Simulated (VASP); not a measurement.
Here is a VASP 6.6.1 calculation.

The input INCAR:

```
PREC = Accurate ; ENCUT = 520
EDIFF = 1E-7 ; ISMEAR = 0
SIGMA = 0.03 ; LREAL = F
LASPH = T ; NELM = 120
ALGO = Normal ; ISIF = 3
LWAVE = F ; LCHARG = F
GGA = PE ; IBRION = 2
NSW = 60 ; EDIFFG = -0.005
POTIM = 0.3 ; KPAR = 2
```

KPOINTS

```
Automatic mesh
0
Gamma
  10 10 4
```

Contents of POSCAR:

```
Si2WC3                                  
1.0
    3.0146256015     -0.0000000000     -0.0000000000
   -1.5073128057      2.6107423538     -0.0000000000
   -0.0000000000      0.0000000000      8.0921354075
  Si              W               C             
     2     1     3
Direct
     0.0000000000000000    0.0000000000000000    0.8979011259720288
     0.3333333300000021    0.6666666699999979    0.5832592235204385
     0.0000000000000000    0.0000000000000000    0.2031571269093101
     0.3333333300000021    0.6666666699999979    0.0027224413006504
     0.0000000000000000    0.0000000000000000    0.6705846832664150
     0.3333333300000021    0.6666666699999979    0.3573673690311570
```

Potentials or basis: VASP PAW PBE potentials, release 64 (Si, W_sv, C).

Run with:

```bash
$ cat potpaw_PBE.64/Si/POTCAR potpaw_PBE.64/W_sv/POTCAR potpaw_PBE.64/C/POTCAR > POTCAR
$ mpirun -np 2 vasp_std > vasp.out
```

(1) Predict the band gap on the k mesh.

## Answers

(1) 0.83 eV, indirect (least direct gap 1.49 eV).

Caveat: the relaxation stopped at its first step, so nothing moved; spin-orbit coupling is left out, which moves the levels of the heavy elements.
